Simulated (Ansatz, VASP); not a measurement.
**Al13C42N13 (graphene/h-AlN heterobilayer): VASP beside Ansatz**

Wanted: the spread between two codes on one cell, functional and k mesh. The cell is taken from a series of runs on this material, whose earlier steps may have relaxed, scaled, displaced or heated it; both programs get it as it stands.

Main program and level: Ansatz 0.2.0; plane waves, with VASP 6.6.1 beside it; single point at LDA.

### Step 1. Set-up

The cell holds 68 atoms: 42 C, 13 Al and 13 N. Its edges and angles: a = 11.279 Å, b = 11.279 Å, c = 19.440 Å, α = 90.0°, β = 90.0°, γ = 120.0°. As first built, before any earlier steps moved the atoms (in the runner's words): 21 cells of graphene (a = 2.46 A, strained +0.05 %) and 13 cells of h-AlN (a = 3.13 A, -0.05 %) on one hexagonal cell, twist 57.00 deg; facing atoms 3.44 A apart;; displaced by a Gaussian of 0.01 A. Vacuum lies along c.

Coordinates:

```xyz
68
Lattice="11.2793 0.0000 0.0000 -5.6396 9.7682 0.0000 0.0000 0.0000 19.4400" Properties=species:S:1:pos:R:3
C     0.2706    1.3930    7.9778
C     1.3447    0.4617    7.9797
C    -0.5357    3.7183    7.9815
C     0.5390    2.7870    7.9786
C    -1.3414    6.0438    7.9842
C    -0.2680    5.1138    7.9790
C    -2.1476    8.3697    7.9986
C    -1.0733    7.4392    7.9999
C     2.6852    0.9279    8.0050
C    -1.8799    9.7645    8.0219
C     1.8811    3.2529    7.9871
C     2.9545    2.3225    8.0079
C     1.0755    5.5792    7.9805
C     2.1500    4.6490    7.9795
C     0.2697    7.9039    8.0136
C     1.3443    6.9736    7.9933
C     5.1030    0.4624    8.0441
C     0.5376    9.3005    8.0381
C     4.2974    2.7892    8.0229
C     5.3726    1.8584    8.0452
C     3.4915    5.1141    7.9813
C     4.5660    4.1833    8.0005
C     2.6875    7.4386    7.9865
C     3.7614    6.5090    7.9710
C     1.8814    9.7650    8.0289
C     2.9561    8.8340    7.9994
C     6.7152    2.3229    8.0371
C     7.7897    1.3920    8.0312
C     5.9084    4.6485    7.9933
C     6.9832    3.7185    8.0120
C     5.1039    6.9742    7.9605
C     6.1777    6.0430    7.9683
C     4.2990    9.2994    7.9795
C     5.3731    8.3685    7.9613
C     9.1336    1.8577    8.0060
C    10.2069    0.9267    7.9861
C     8.3266    4.1841    7.9959
C     9.4011    3.2529    7.9943
C     7.5197    6.5090    7.9685
C    -2.6850    5.5787    7.9797
C    -4.5636    8.8347    7.9657
C    -3.4902    7.9040    7.9723
Al   -0.8004    3.6173   12.2383
Al   -1.6679    6.6232   12.2377
Al   -2.5349    9.6287   12.2394
Al    2.2375    2.8655   12.2404
Al    1.3680    5.8719   12.2439
Al    0.4998    8.8781   12.2361
Al    5.2735    2.1138   12.2385
Al    4.4049    5.1189   12.2427
Al    3.5355    8.1263   12.2429
Al    8.3083    1.3630   12.2373
Al    7.4423    4.3672   12.2369
Al    6.5739    7.3744   12.2429
Al    0.0668    0.6124   12.2447
N     0.5016    2.3649   12.2431
N    -0.3674    5.3703   12.2431
N    -1.2349    8.3758   12.2427
N     3.5385    1.6130   12.2472
N     2.6698    4.6190   12.2464
N     1.8015    7.6252   12.2445
N     6.5744    0.8620   12.2486
N     5.7068    3.8674   12.2472
N     4.8381    6.8735   12.2429
N     9.6112    0.1110   12.2447
N     8.7436    3.1157   12.2414
N    -3.4041    6.1216   12.2371
N    -4.2712    9.1276   12.2447
```

### Step 2. Ansatz: single point, LDA, pair 1

Ansatz runs on its default PAW (the set named soft_2) files.

A single point gives forces, pressure and levels at one fixed geometry, so differences don't come from the geometry; what else differs is listed under the comparison.

File input.yaml:

```yaml
crystal:
  lattice:
    - [11.2793, 0.0, 0.0]
    - [-5.63965, 9.76816, 0.0]
    - [0.0, 0.0, 19.44]
  atoms:
    - { symbol: C, position: [0.0953, 0.14261, 0.41038] }
    - { symbol: C, position: [0.14285, 0.04727, 0.41048] }
    - { symbol: C, position: [0.14283, 0.38065, 0.41057] }
    - { symbol: C, position: [0.19044, 0.28531, 0.41042] }
    - { symbol: C, position: [0.19043, 0.61872, 0.41071] }
    - { symbol: C, position: [0.238, 0.52352, 0.41044] }
    - { symbol: C, position: [0.23801, 0.85683, 0.41145] }
    - { symbol: C, position: [0.28563, 0.76158, 0.41152] }
    - { symbol: C, position: [0.28556, 0.09499, 0.41178] }
    - { symbol: C, position: [0.33315, 0.99963, 0.41265] }
    - { symbol: C, position: [0.33328, 0.33301, 0.41086] }
    - { symbol: C, position: [0.38082, 0.23776, 0.41193] }
    - { symbol: C, position: [0.38093, 0.57116, 0.41052] }
    - { symbol: C, position: [0.42858, 0.47593, 0.41047] }
    - { symbol: C, position: [0.42849, 0.80915, 0.41222] }
    - { symbol: C, position: [0.47614, 0.71391, 0.41118] }
    - { symbol: C, position: [0.47609, 0.04734, 0.41379] }
    - { symbol: C, position: [0.52372, 0.95212, 0.41348] }
    - { symbol: C, position: [0.52377, 0.28554, 0.4127] }
    - { symbol: C, position: [0.57145, 0.19025, 0.41385] }
    - { symbol: C, position: [0.57132, 0.52355, 0.41056] }
    - { symbol: C, position: [0.61894, 0.42826, 0.41155] }
    - { symbol: C, position: [0.61903, 0.76152, 0.41083] }
    - { symbol: C, position: [0.66665, 0.66635, 0.41003] }
    - { symbol: C, position: [0.66664, 0.99968, 0.41301] }
    - { symbol: C, position: [0.71427, 0.90437, 0.41149] }
    - { symbol: C, position: [0.71426, 0.2378, 0.41343] }
    - { symbol: C, position: [0.76187, 0.1425, 0.41313] }
    - { symbol: C, position: [0.76177, 0.47588, 0.41118] }
    - { symbol: C, position: [0.80946, 0.38068, 0.41214] }
    - { symbol: C, position: [0.80949, 0.71397, 0.40949] }
    - { symbol: C, position: [0.85702, 0.61864, 0.40989] }
    - { symbol: C, position: [0.85715, 0.95201, 0.41047] }
    - { symbol: C, position: [0.90472, 0.85671, 0.40953] }
    - { symbol: C, position: [0.90486, 0.19018, 0.41183] }
    - { symbol: C, position: [0.95236, 0.09487, 0.41081] }
    - { symbol: C, position: [0.95239, 0.42834, 0.41131] }
    - { symbol: C, position: [0.99999, 0.33301, 0.41123] }
    - { symbol: C, position: [0.99986, 0.66635, 0.4099] }
    - { symbol: C, position: [0.04751, 0.57111, 0.41048] }
    - { symbol: C, position: [0.04762, 0.90444, 0.40976] }
    - { symbol: C, position: [0.09515, 0.80916, 0.4101] }
    - { symbol: Al, position: [0.1142, 0.37032, 0.62954] }
    - { symbol: "N", position: [0.16552, 0.2421, 0.62979] }
    - { symbol: Al, position: [0.19115, 0.67804, 0.62951] }
    - { symbol: "N", position: [0.24232, 0.54978, 0.62979] }
    - { symbol: Al, position: [0.26812, 0.98572, 0.6296] }
    - { symbol: "N", position: [0.31925, 0.85746, 0.62977] }
    - { symbol: Al, position: [0.34505, 0.29335, 0.62965] }
    - { symbol: "N", position: [0.39628, 0.16513, 0.63] }
    - { symbol: Al, position: [0.42185, 0.60113, 0.62983] }
    - { symbol: "N", position: [0.47313, 0.47286, 0.62996] }
    - { symbol: Al, position: [0.49875, 0.90888, 0.62943] }
    - { symbol: "N", position: [0.55003, 0.78062, 0.62986] }
    - { symbol: Al, position: [0.57574, 0.2164, 0.62955] }
    - { symbol: "N", position: [0.627, 0.08825, 0.63007] }
    - { symbol: Al, position: [0.65255, 0.52404, 0.62977] }
    - { symbol: "N", position: [0.70391, 0.39592, 0.63] }
    - { symbol: Al, position: [0.72941, 0.83192, 0.62978] }
    - { symbol: "N", position: [0.78077, 0.70366, 0.62978] }
    - { symbol: Al, position: [0.80636, 0.13953, 0.62949] }
    - { symbol: "N", position: [0.85779, 0.01136, 0.62987] }
    - { symbol: Al, position: [0.88336, 0.44709, 0.62947] }
    - { symbol: "N", position: [0.93467, 0.31896, 0.6297] }
    - { symbol: Al, position: [0.9603, 0.75494, 0.62978] }
    - { symbol: "N", position: [0.01154, 0.62669, 0.62948] }
    - { symbol: Al, position: [0.03727, 0.06269, 0.62987] }
    - { symbol: "N", position: [0.08853, 0.93442, 0.62987] }
kpoints:
  mp_grid: { grid: [3, 3, 1] }
hamiltonian:
  xc: lda
scf:
  occupations: { method: fermi_dirac, width: 0.025 }
output:
  forces: true
  eigenvalues: true
```

The run is started by

```console
ansatz run input.yaml --threads 8 --pin off --max-ram 15872MiB --backend cpu --events-out ev --progress --plain --runs-dir out
```

Numbers of over 12 decimals in the logs are rounded to 6 here.

The program printed:

```text
Engine: ansatz 0.2.0, aarch64-unknown-linux-gnu
Pseudopotentials: kind: paw
Pseudopotential: C, paw, valence charge 4, recommended cutoff 420 eV (normal), C.paw.azcp
Pseudopotential: Al, paw, valence charge 3, recommended cutoff 420 eV (normal), Al.paw.azcp
Pseudopotential: N, paw, valence charge 5, recommended cutoff 420 eV (normal), N.paw.azcp
Functional definition: SPW92
  exchange = slater_x
  correlation = pw_c
Crystal: 68 atoms, lattice volume = 2141.860 Å³
Basis set: ecut = 420 eV, 41855 PW (Γ)
Bands: 204, of which v1, the nominal top of the filled ones, is band 136 counted from 1 (135 counted from 0)
Symmetry: 1 space group operations
Space group: P1 (ITA 1), of the structure as read, at distance tolerance 1.3e-4 Å
k-points: 5 of 9 (time reversal used)
Non-local potential: C, projectors of the file, l = 0: 2, l = 1: 2, l = 2: 1
Non-local potential: Al, projectors of the file, l = 0: 2, l = 1: 2, l = 2: 1
Non-local potential: N, projectors of the file, l = 0: 2, l = 1: 2, l = 2: 1
PAW form: soft (Blöchl's): semilocal exchange-correlation on the pseudo side does not see the compensation charge
PAW frozen core: C, regenerated for the run's functional, and the local potential with it (the file was generated under x = pbe(κ = 0.804, μ = 0.219515), c = pbe(β = 0.066725))
PAW frozen core: Al, regenerated for the run's functional, and the local potential with it (the file was generated under x = pbe(κ = 0.804, μ = 0.219515), c = pbe(β = 0.066725))
PAW frozen core: N, regenerated for the run's functional, and the local potential with it (the file was generated under x = pbe(κ = 0.804, μ = 0.219515), c = pbe(β = 0.066725))
PAW one-centre angular grid: C, 110 points (default); XC on 64 Gauss nodes
PAW one-centre angular grid: Al, 110 points (default); XC on 64 Gauss nodes
PAW one-centre angular grid: N, 110 points (default); XC on 64 Gauss nodes
Initial density: superposition of atomic densities (neutral atoms: chi_scale 0, normalization atom), corrected by the library's trained network
Initial wavefunctions: pseudopotential atomic-orbital guess
Functional: x = slater, c = lda
SCF iter   1: F=—  HF=-21755.752777 eV  |F-HF|=—  |Δ(HF+E_count)|=         —  Δρ=4.34e-3  dr2=3.37e-1  ethr=1.77e-3  ⟨swp⟩=10.0  Hψ=6460  notcnv=0  defer=190
preconditioner: auto → LDOS  [metal: Δε(μ)=0.004 eV  Ē_g=12.786 eV  σ=0.025 eV  W_gap=0.04  n_scr=250 (ndim 8)  ℏωp=13.2 eV  f_vac=0.574  D(μ)=8.80/eV (n_scr^D=22)  β→1.0]
SCF iter   2: F=—  HF=-21755.919815 eV  |F-HF|=—  |Δ(HF+E_count)|=   1.67e-1  Δρ=6.21e-3  dr2=9.01e-1  ethr=1.24e-4  ⟨swp⟩=2.8  Hψ=1807  notcnv=0  defer=307
SCF iter   3: F=—  HF=-21755.704655 eV  |F-HF|=—  |Δ(HF+E_count)|=   2.15e-1  Δρ=1.95e-3  dr2=8.44e-2  ethr=1.24e-4  ⟨swp⟩=2.8  Hψ=1333  notcnv=0  defer=307
SCF iter   4: F=—  HF=-21755.682762 eV  |F-HF|=—  |Δ(HF+E_count)|=   2.19e-2  Δρ=2.76e-4  dr2=2.32e-3  ethr=3.10e-5  ⟨swp⟩=2.0  Hψ=1770  notcnv=0  defer=310
SCF iter   5: F=—  HF=-21755.682245 eV  |F-HF|=—  |Δ(HF+E_count)|=   5.17e-4  Δρ=6.68e-5  dr2=3.04e-4  ethr=8.52e-7  ⟨swp⟩=2.0  Hψ=1302  notcnv=0  defer=310
SCF iter   6: F=—  HF=-21755.682190 eV  |F-HF|=—  |Δ(HF+E_count)|=   5.55e-5  Δρ=2.52e-5  dr2=3.00e-5  ethr=1.12e-7  ⟨swp⟩=2.0  Hψ=1281  notcnv=0  defer=310
SCF iter   7: F=—  HF=-21755.682792 eV  |F-HF|=—  |Δ(HF+E_count)|=   6.02e-4  Δρ=2.24e-5  dr2=1.90e-5  ethr=1.10e-8  ⟨swp⟩=2.0  Hψ=1307  notcnv=0  defer=310
SCF iter   8: F=—  HF=-21755.682790 eV  |F-HF|=—  |Δ(HF+E_count)|=   1.47e-6  Δρ=7.40e-6  dr2=3.79e-6  ethr=6.98e-9  ⟨swp⟩=2.0  Hψ=1293  notcnv=0  defer=310
SCF iter   9: F=—  HF=-21755.682792 eV  |F-HF|=—  |Δ(HF+E_count)|=   1.21e-6  Δρ=2.70e-6  dr2=4.14e-7  ethr=1.39e-9  ⟨swp⟩=2.0  Hψ=954  notcnv=0  defer=310
SCF iter  10: F=—  HF=-21755.682792 eV  |F-HF|=—  |Δ(HF+E_count)|=   2.34e-7  Δρ=2.44e-6  dr2=1.68e-7  ethr=3.68e-11  ⟨swp⟩=32.0  Hψ=9082  notcnv=0
SCF iter  11: F=-21755.682792 eV  HF=-21755.682792 eV  |F-HF|=5.78e-8  |Δ(HF+E_count)|=   2.55e-8  Δρ=7.77e-7  dr2=9.59e-9  ethr=3.68e-11  ⟨swp⟩=5.0  Hψ=3477  notcnv=0
SCF 1 converged in 11 iterations: F = -21755.682792 eV  dr2 = 9.59e-9
  greatest PAW one-centre occupation: 0.783 electrons in one spin orbital (limit 2), on the N atom at site 55 (counted from 0), in its partial waves of l = 0
SCF converged after 11 iterations
Free energy (F): -21755.682792 eV
Harris-Foulkes:  -21755.682792 eV  (|F-HF|=5.78e-8)
Internal energy: -21755.667485 eV  (E = F + TS)
E sigma→0 (E₀):  -21755.675138 eV
Entropy (-TS):   -0.015307 eV (-0.225 meV/atom)
Fermi energy:    -1.026162 eV
--- Per-component energies (eV) ---
  E_band       = -2402.273493
  E_kinetic    = 5831.703452
  E_local      = -92121.387442  (includes V_loc(G=0)·N_el)
  E_nonlocal   = 1946.838780
  E_hartree    = 43210.841916
  E_xc         = -3272.213523
  E_vxc        = -3838.987540  (∫ρ·V_xc dr)
  E_paw        = -11164.947596  (= ΣΔE_a)
[...]
atom  54  N     -0.02440814     0.00123353    -0.01639486
  atom  55  Al    -0.00695738     0.01614257    -0.00815947
  atom  56  N     -0.01190122    -0.00186170    -0.05003076
  atom  57  Al     0.01040287     0.03136285    -0.03846248
  atom  58  N      0.00033561    -0.01237004    -0.03259286
  atom  59  Al     0.04414602    -0.00952522    -0.04729828
  atom  60  N     -0.00991103    -0.00479636     0.00125294
  atom  61  Al     0.03973215    -0.00589375    -0.01576234
  atom  62  N     -0.02111749     0.00678633    -0.01206066
  atom  63  Al    -0.00399276     0.02885466    -0.02909809
  atom  64  N      0.00495545     0.00021271    -0.02477296
  atom  65  Al    -0.00728117    -0.00472191    -0.06053729
  atom  66  N      0.01686649    -0.00535001    -0.00082576
  atom  67  Al     0.00741913    -0.01670636    -0.05693225
  atom  68  N      0.01247569     0.01091676    -0.00458426
  max |Σ_I F_I| component: 1.32e-3 eV/Å
--- Band table (eV; the first three rows and the last of 5) ---
  k-point 0: bands = [... 132 lower, -2.3021, -2.3009, -1.0326, -1.0278, -1.0245, -1.0198, 0.7638, 1.3966, ... 64 higher]
  k-point 1: bands = [... 132 lower, -2.2994, -2.2027, -2.1875, -2.1212, 0.0097, 0.2001, 0.5282, 0.7067, ... 64 higher]
  k-point 2: bands = [... 132 lower, -2.2979, -2.2024, -2.1877, -2.1229, 0.0123, 0.1976, 0.5331, 0.7003, ... 64 higher]
  k-point 4: bands = [... 132 lower, -2.3004, -2.2027, -2.1871, -2.1197, 0.0072, 0.2018, 0.5347, 0.7050, ... 64 higher]
```

Reading the cycles: dr2 is the Hartree energy of the density residual (eV), the measure of convergence; HF is the Harris–Foulkes estimate of the energy, which meets the free energy F at convergence.

(Part 1 of 3 ends here.)

[Lines on the potential files, build, host, timing and source positions are cut from VASP's logs without a mark.]

[Logs are printed without paths, hosts, clocks, repeated set-up lines and the standing remarks that a program may print on its own settings, such as how far it seeks lower states.]

[Hosts, paths, dates, database ids (printed as entryN), source tags and the programs' standing remarks are cut or masked in the printed files.]
